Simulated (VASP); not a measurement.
Given:

```
MgTe
1.0
    2.27580    -3.94181     0.00000
    2.27580     3.94181     0.00000
    0.00000     0.00000     7.40578
Mg Te
2 2
Cartesian
  2.27580  -1.31394   3.70157
  2.27580   1.31394   7.40446
  2.27580  -1.31394   6.48879
  2.27580   1.31394   2.78590
```

Level of theory: PBE GGA with D3 dispersion (zero damping), VASP's PBE PAW potentials (set 64) (plane waves; VASP). Numerical set-up: 520 eV cut-off, Gaussian smearing of 0.050 eV, potentials Mg Te.

Unless said otherwise, spin-orbit coupling is left out, though it shifts the bands of the heavy elements here.

Estimate the band gap (along the path) with the smallest direct gap where there is one.

- band gap (along the path): 2.53 eV
- smallest direct gap (along the path): 2.53 eV

The compound is MgTe in the wurtzite structure. It was relaxed first.
